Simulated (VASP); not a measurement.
# Ba2BiSb2: Sb into a neighbouring Sb vacancy

Wanted: the minimum-energy path in Ba2BiSb2 for this move: Sb into a neighbouring Sb vacancy. The start is a cell from a database of measured crystal structures.

Calculated with VASP 6.6.1; PBEsol; plane waves and PAW (Bi, Ba_sv, Sb).

### 1. The host crystal

It takes space group Immm (No. 71, orthorhombic). Conventional cell: a = 4.803 Å, b = 7.688 Å, c = 9.900 Å, α = 90.00°, β = 90.00°, γ = 90.00°. Nearest to Bi lie 4 Sb at 3.32 Å and 4 Ba at 3.67 Å. Nearest to Ba lie 6 Sb at 3.59 to 3.60 Å and 2 Bi at 3.67 Å. Sb has 1 Sb at 3.10 Å and 2 Bi at 3.32 Å and 6 Ba at 3.59 to 3.60 Å nearest. Farther neighbours are not listed.

### 2. Relax the host

First cell and atoms are relaxed at a raised cutoff, so that later runs start from this functional's own cell.

File INCAR:

```
SYSTEM = Ba2BiSb2
PREC = Accurate
ENCUT = 350
EDIFF = 1E-06
NELM = 120
ISMEAR = 1
SIGMA = 0.15
LREAL = .FALSE.
ALGO = Normal
GGA = PS
NBANDS = 23
LORBIT = 11
LWAVE = .FALSE.
LCHARG = .FALSE.
KPAR = 3
LASPH = .TRUE.
IBRION = 2
NSW = 40
ISIF = 3
EDIFFG = -0.02
POTIM = 0.4
```

File POSCAR:

```
Ba2BiSb2
1.0
   -2.4013000000      3.8439000000      4.9500000000
    2.4013000000     -3.8439000000      4.9500000000
    2.4013000000      3.8439000000     -4.9500000000
Bi Ba Sb
1 2 2
Direct
    0.0000000000      0.0000000000      0.0000000000
    0.2797900000      0.7797900000      0.5000000000
    0.7202100000      0.2202100000      0.5000000000
    0.2984000000      0.5000000000      0.7984000000
    0.7016000000      0.5000000000      0.2016000000
```

File KPOINTS:

```
Automatic mesh
0
Gamma
6 6 6
0 0 0
```

PAW data sets: Bi, Ba_sv and Sb (PBE family, release 64).

Command:

```
$ mpirun -np 3 vasp_std
```

The log of the run:

```text
[banner, memory and clock lines left out]
running    3 mpi-ranks, on    1 nodes
 distrk:  each k-point on    1 cores,    3 groups
 distr:  one band on    1 cores,    1 groups

 POSCAR found type information on POSCAR BiBaSb
 POSCAR found :  3 types and       5 ions
|                                                                             |
|               ----> ADVICE to this user running VASP <----                  |
|                                                                             |
|     You enforced a specific xc type in the INCAR file but a different       |
|     [... a line on the potential file left out ...]
|     I HOPE YOU KNOW WHAT YOU ARE DOING!                                     |
|                                                                             |

 LDA part: xc-table for (Slater+PW92), standard interpolation
 POSCAR, INCAR and KPOINTS ok, starting setup
 FFT: planning ... GRIDC
 FFT: planning ... GRID_SOFT
 FFT: planning ... GRID
 WAVECAR not read
 entering main loop
       N       E                     dE             d eps       ncg     rms          rms(c)
DAV:   1     0.190853989764E+03    0.19085E+03   -0.10759E+04  2116   0.897E+02
DAV:   2    -0.767337283560E+01   -0.19853E+03   -0.19409E+03  2963   0.205E+02
DAV:   3    -0.216855415399E+02   -0.14012E+02   -0.13892E+02  2879   0.598E+01
DAV:   4    -0.221394087286E+02   -0.45387E+00   -0.45340E+00  3221   0.983E+00
DAV:   5    -0.221460059628E+02   -0.65972E-02   -0.65969E-02  2854   0.122E+00    0.577E+00
DAV:   6    -0.219962245281E+02    0.14978E+00   -0.26731E-01  2658   0.216E+00    0.331E+00
DAV:   7    -0.219759208675E+02    0.20304E-01   -0.14485E-01  2662   0.166E+00    0.872E-01
DAV:   8    -0.219748393861E+02    0.10815E-02   -0.21966E-02  3104   0.694E-01    0.192E-01
DAV:   9    -0.219748886639E+02   -0.49278E-04   -0.21849E-03  2704   0.217E-01    0.720E-02
DAV:  10    -0.219749363812E+02   -0.47717E-04   -0.26975E-04  2898   0.767E-02    0.153E-02
DAV:  11    -0.219749461114E+02   -0.97301E-05   -0.31229E-05  2776   0.264E-02    0.122E-02
DAV:  12    -0.219749458441E+02    0.26724E-06   -0.44534E-06  2364   0.102E-02
   1 F= -.21974946E+02 E0= -.21975302E+02  d E =-.219749E+02
 curvature:   0.00 expect dE= 0.000E+00 dE for cont linesearch  0.000E+00
 trial: gam= 0.00000 g(F)=  0.446E-04 g(S)=  0.345E-01 ort = 0.000E+00 (trialstep = 0.100E+01)
 search vector abs. value=  0.346E-01
 bond charge predicted
       N       E                     dE             d eps       ncg     rms          rms(c)
DAV:   1    -0.220586254404E+02   -0.83679E-01   -0.26427E+00  2263   0.885E+00    0.118E+00
DAV:   2    -0.220152305976E+02    0.43395E-01   -0.10505E-01  2785   0.183E+00    0.615E-01
DAV:   3    -0.219957198226E+02    0.19511E-01   -0.78314E-02  2543   0.155E+00    0.163E-01
DAV:   4    -0.219963612022E+02   -0.64138E-03   -0.61095E-03  3299   0.333E-01    0.103E-01
DAV:   5    -0.219965026565E+02   -0.14145E-03   -0.38416E-04  2912   0.794E-02    0.644E-02
DAV:   6    -0.219965955677E+02   -0.92911E-04   -0.23141E-04  2621   0.766E-02    0.277E-02
DAV:   7    -0.219965724113E+02    0.23156E-04   -0.84373E-05  2632   0.409E-02    0.114E-02
DAV:   8    -0.219965737255E+02   -0.13142E-05   -0.10309E-05  2982   0.119E-02    0.189E-03
DAV:   9    -0.219965736387E+02    0.86833E-07   -0.55298E-07  1688   0.418E-03
   2 F= -.21996574E+02 E0= -.21996665E+02  d E =-.216278E-01
[...]
3 F= -.21997782E+02 E0= -.21997757E+02  d E =-.228362E-01
[...]
4 F= -.22000650E+02 E0= -.22000374E+02  d E =-.286783E-02
[...]
5 F= -.22001083E+02 E0= -.22000652E+02  d E =-.330052E-02
[...]
6 F= -.22001297E+02 E0= -.22000789E+02  d E =-.214912E-03
[...]
7 F= -.22001680E+02 E0= -.22000937E+02  d E =-.597351E-03
[...]
8 F= -.22001726E+02 E0= -.22000876E+02  d E =-.643605E-03
 curvature:  -3.56 expect dE=-0.877E-03 dE for cont linesearch -0.331E-06
 trial: gam= 1.19240 g(F)=  0.416E-04 g(S)=  0.205E-03 ort = 0.458E-05 (trialstep = 0.865E+00)
 search vector abs. value=  0.578E-03
 bond charge predicted
       N       E                     dE             d eps       ncg     rms          rms(c)
DAV:   1    -0.220021231658E+02   -0.39766E-03   -0.23128E-02  2158   0.777E-01    0.832E-02
DAV:   2    -0.220019648213E+02    0.15834E-03   -0.99973E-04  2718   0.168E-01    0.414E-02
DAV:   3    -0.220018844605E+02    0.80361E-04   -0.21776E-04  2779   0.808E-02    0.866E-03
DAV:   4    -0.220018843665E+02    0.93999E-07   -0.18652E-05  3397   0.178E-02    0.700E-03
DAV:   5    -0.220018834916E+02    0.87489E-06   -0.15487E-06  1816   0.606E-03
   9 F= -.22001883E+02 E0= -.22000977E+02  d E =-.157330E-03
 trial-energy change:   -0.000157  1 .order   -0.000163   -0.000218   -0.000107
 step:   1.7053(harm=  1.7053)  dis= 0.00344  next Energy=   -22.001941 (dE=-0.215E-03)
 reached required accuracy - stopping structural energy minimisation
```

Elapsed: 2.4 min, on 3 MPI ranks of Intel Xeon 6975P-C (Granite Rapids), shared host; peak memory 1 GiB.

Lines that name or quote the potential files are left out of all logs, and their timing lines are given in words.

From OUTCAR (step 2):

```text
ion  position               nearest neighbor table
   1  0.000  0.000  0.000-   4 3.32   5 3.32   4 3.32   5 3.32   2 3.67   3 3.67   3 3.67   2 3.67

  LATTYP: Found a body centered orthorhombic cell.
 ALAT       =     4.8026000000
 B/A-ratio  =     1.6007579228
 C/A-ratio  =     2.0613834173

 Subroutine GETGRP returns: Found  8 space group operations
 (whereof  8 operations were pure point group operations)

The static configuration has the point symmetry D_2h.

 Found     46 irreducible k-points:

   k-points           NKPTS =     46   k-points in BZ     NKDIM =     46   number of bands    NBANDS=     23

   dimension x,y,z NGX =    42 NGY =   42 NGZ =   42
   dimension x,y,z NGXF=    84 NGYF=   84 NGZF=   84

   ENCUT  =  350.0 eV  25.72 Ry    5.07 a.u.  10.24 10.24 10.24*2*pi/ulx,y,z

   NELECT =      35.0000    total number of electrons

 k-points in reciprocal lattice and weights: Automatic mesh
   0.00000000  0.00000000  0.00000000       0.005
   0.16666667  0.00000000  0.00000000       0.019
   0.33333333  0.00000000  0.00000000       0.019
   0.50000000  0.00000000  0.00000000       0.009
  -0.00000000  0.16666667  0.00000000       0.019
   0.16666667  0.16666667  0.00000000       0.037
   0.33333333  0.16666667  0.00000000       0.037
   0.50000000  0.16666667  0.00000000       0.037
  -0.33333333  0.16666667  0.00000000       0.037
[...]
-0.33333333 -0.33333333  0.33333333       0.009
   0.50000000  0.50000000  0.50000000       0.005

 average (electrostatic) potential at core
       1 -61.9134       2 -35.2990       3 -35.2990       4 -87.3074       5 -87.3074

 E-fermi :   4.6510

 k-point     1 :       0.0000    0.0000    0.0000
  band No.  band energies     occupation
    ...
     14       2.7034      2.00000
     15       2.9119      2.00000
     16       3.7788      2.00000
     17       3.8499      2.00000
     18       4.0325      2.00000
     19       4.7553      0.08334
     20       5.8164     -0.00000
     21       6.9859     -0.00000
     22       7.2255     -0.00000
     23       7.9918      0.00000

 k-point     2 :       0.1667    0.0000    0.0000
  band No.  band energies     occupation
    ...
     14       2.5814      2.00000
     15       2.7719      2.00000
     16       3.6744      2.00000
     17       3.9253      2.00000
     18       4.3151      2.00684
     19       5.0827     -0.00036
     20       5.8199     -0.00000
     21       6.6075     -0.00000
     22       7.0137     -0.00000
     23       8.0420      0.00000

 k-point     3 :       0.3333    0.0000    0.0000
  band No.  band energies     occupation
    ...
     13       2.0392      2.00000
     14       2.3203      2.00000
     15       2.5212      2.00000
     16       3.3584      2.00000
     17       4.1910      2.00013
     18       4.7988     -0.04700
     19       5.3042     -0.00000
     20       6.0013     -0.00000
     21       6.1950     -0.00000
     22       7.0584     -0.00000
    ...

  Total        0.0277322      0.0615222     -0.0032639      0.0000000      0.0000000      0.0000000
  in kB        0.2484011      0.5510627     -0.0292348      0.0000000      0.0000000      0.0000000
  external PRESSURE =       0.2567430 kB  Pullay stress =       0.0000000 kB

  energy-cutoff  :      350.00
  volume of cell :      178.87
      direct lattice vectors                 reciprocal lattice vectors
    -2.392132139  3.742056496  4.995579943     0.000000000  0.133616369  0.100088479
     2.392132139 -3.742056496  4.995579943     0.209018554  0.000000000  0.100088479
     2.392132139  3.742056496 -4.995579943     0.209018554  0.133616369  0.000000000

 POSITION                                       TOTAL-FORCE (eV/Angst)
 -----------------------------------------------------------------------------------
      0.00000      0.00000      0.00000        -0.000000      0.000000      0.000000
      2.39213     -0.00000      2.80572        -0.000000      0.000000      0.019896
      0.00000      3.74206      2.18986         0.000000     -0.000000     -0.019896
      2.39213      2.22283      0.00000        -0.000000     -0.000498      0.000000
      0.00000      1.51923      4.99558        -0.000000      0.000498      0.000000
 -----------------------------------------------------------------------------------
    total drift:                                0.000000      0.000000     -0.000000

  FREE ENERGIE OF THE ION-ELECTRON SYSTEM (eV)
  ---------------------------------------------------
  free  energy   TOTEN  =       -22.0018834916 eV

  energy  without entropy=      -21.9991655127  energy(sigma->0) =      -22.00097750

 reached required accuracy - stopping structural energy minimisation

 total charge
# of ion       s       p       d       tot
------------------------------------------
    1        1.734   1.929   0.067   3.729
    2        2.007   5.576   0.346   7.930
    3        2.007   5.576   0.346   7.930
    4        1.168   1.272   0.018   2.458
    5        1.168   1.272   0.018   2.458
--------------------------------------------------
tot          8.085  15.625   0.794  24.504

[... 3 further parts left out ...]
```

CONTCAR:

```
Ba2BiSb2
   1.00000000000000
    -2.3921321391794645    3.7420564955138915    4.9955799431491990
     2.3921321391794645   -3.7420564955138915    4.9955799431491990
     2.3921321391794645    3.7420564955138915   -4.9955799431491990
  Bi              Ba              Sb
     1     2     2
Direct
     0.0000000000000000    0.0000000000000000    0.0000000000000000
     0.2808202073642150    0.7808202073642150    0.5000000000000000
     0.7191797926357850    0.2191797926357850    0.5000000000000000
     0.2970065108401723    0.5000000000000000    0.7970065108401723
     0.7029934891598277    0.5000000000000000    0.2029934891598278
```

This run has no spin polarisation. Its electron count is odd, so without a moment it is a metal by construction. The k-mesh is coarse for a metal. Harder data sets than Ba_sv exist (the GW ones), and pressures, volumes and forces can shift noticeably with them. The PAW data sets were made with PBE, which is usual practice but a small mismatch for other functionals. The data set Bi keeps the semicore shell frozen, which is cheaper and a little less accurate. The run keeps the 8 symmetry operations of its start, so it cannot find a distortion of lower symmetry.

Step by step:

```csv
step,energy less that of the first step (eV),largest force (eV/Å),pressure (GPa),volume (Å³)
1,0.0000,0.0189,-0.78,182.76
2,-0.0216,0.0241,0.00,178.99
3,-0.0228,0.0279,0.24,177.93
4,-0.0257,0.0257,0.07,178.69
5,-0.0261,0.0250,-0.03,179.13
6,-0.0264,0.0225,0.00,179.04
7,-0.0267,0.0229,0.05,178.77
8,-0.0268,0.0229,0.08,178.64
9,-0.0269,0.0199,0.03,178.87
```

```csv
"conventional cell, symmetrised",before,after,change
a (Å),4.803,4.784,-0.4 %
b (Å),7.688,7.484,-2.6 %
c (Å),9.900,9.991,+0.9 %
volume (Å³/atom),36.55,35.77,-2.1 %
```

The atoms that moved most (Å, as changes of fractional coordinates times the final cell):

```csv
atom,dx,dy,dz,length
Sb4,0.000,-0.010,0.000,0.010
Sb5,0.000,0.010,0.000,0.010
Ba2,0.000,0.000,0.010,0.010
Ba3,0.000,0.000,-0.010,0.010
```

Final coordinates:

```
Bi Ba Sb
1.0
    -2.39213    3.74206    4.99558
     2.39213   -3.74206    4.99558
     2.39213    3.74206   -4.99558
Bi Ba Sb
1 2 2
Direct
  0.00000 0.00000 0.00000
  0.28082 0.78082 0.50000
  0.71918 0.21918 0.50000
  0.29701 0.50000 0.79701
  0.70299 0.50000 0.20299
```

Numbers from this step:

```yaml
electronic_cycles: 61
electrons: 35
free_energy_toten: -22.00 eV
energy_at_zero_smearing: -22.00 eV
fermi_energy: 4.651 eV
metallic: yes
```

The run ended after 9 ionic steps, 0.027 eV below its first step, once forces and stress met EDIFFG = -0.02.

[end of part 1 of 4]

[Lines on the potential files, build, host, timing and source positions are cut from VASP's logs without a mark.]

[Logs are printed without paths, hosts, clocks, repeated set-up lines and the standing remarks that a program may print on its own settings, such as how far it seeks lower states.]

[Hosts, paths, dates, database ids (printed as entryN), source tags and the programs' standing remarks are cut or masked in the printed files.]

[Runs that stopped without an error message from VASP are left out.]
